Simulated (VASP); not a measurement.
Data:

```
SrCl2
1.0
    0.00000     3.59247     3.59247
    3.59247     0.00000     3.59247
    3.59247     3.59247     0.00000
Sr Cl
1 2
Direct
  0.00000   0.00000   0.00000
  0.25000   0.25000   0.25000
  0.75000   0.75000   0.75000
```

Level of theory: RPBE GGA, VASP's PBE PAW potentials (set 64) (plane waves; VASP 6.6.1). Settings: 520 eV cut-off, 5×5×5 Γ-centred mesh, Gaussian smearing of 0.050 eV, potentials Sr_sv Cl.

What does the run give for the energy per atom (σ→0)?

- energy per atom (σ→0): -4.051 eV/atom

Total energies compare only between runs with the same potentials, cut-off and functional.

The compound is SrCl2 in the fluorite structure. It was relaxed first, which changed the volume by +9 %. The start is the result of an earlier pass.
